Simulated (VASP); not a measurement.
Runs of VASP 6.6.1 on CoO. Symmetry: Fm-3m, No. 225, cubic system. The conventional cell has a = 4.263 Å, b = 4.263 Å, c = 4.263 Å, α = 90.00°, β = 90.00°, γ = 90.00°. Co (site symmetry m-3m) has 6 O at 2.13 Å as nearest neighbours. O (site symmetry m-3m) has 6 Co at 2.13 Å as nearest neighbours. 

```tsv
level	spin	U	gap on the mesh (eV)	pressure (GPa)	moment (μB)
PBEsol+U	off	Co d U = 7 eV	none	-29.9	-
r2SCAN+U	collinear, random start	Co d U = 3 eV	none	-7.6	3.00
r2SCAN+U	collinear, random start	Co d U = 2 eV	none	-7.6	3.00
PBEsol	collinear, random start	-	none	-11.8	2.91
PBEsol	collinear, zero start	-	none	-29.1	0.00
PBEsol+U	collinear, random start	Co d U = 7 eV	none	(a)	3.00
r2SCAN+U	collinear, zero start	Co d U = 3 eV	none	-25.6	0.00
r2SCAN+U	off	Co d U = 2 eV	none	-25.4	-
```

Alike in all rows: task single point; potentials or basis VASP PAW PBE potentials, release 64 (Co, O); cell as given; k mesh 8 × 8 × 8; cutoff (eV) 520; smearing gaussian 0.05 eV.

**Question.** Fill in the values left out.

**Answer.** (a) -12.1.

Caveats: the PAW data sets were made with another functional, which shifts forces and pressure a little; a cell with one magnetic atom can't hold antiferromagnetic order, which such compounds often take (some runs); a pressure of tens of GPa on the cell as given is suspect, and the run, the potentials or the cell itself is likely at fault (some runs); an odd number of electrons without spin polarisation forces a metal (some runs); a magnetic or distorted state may lie lower (some runs); U without spin polarisation on a metal has little footing (some runs); semilocal functionals often make such compounds metallic where correlation or magnetic order opens a gap, which also shifts bond lengths (some runs).

A k mesh can miss the band edges.

A gap of «none» marks a metal or a gap under the smearing width.

Not every run made on this cell is shown here.
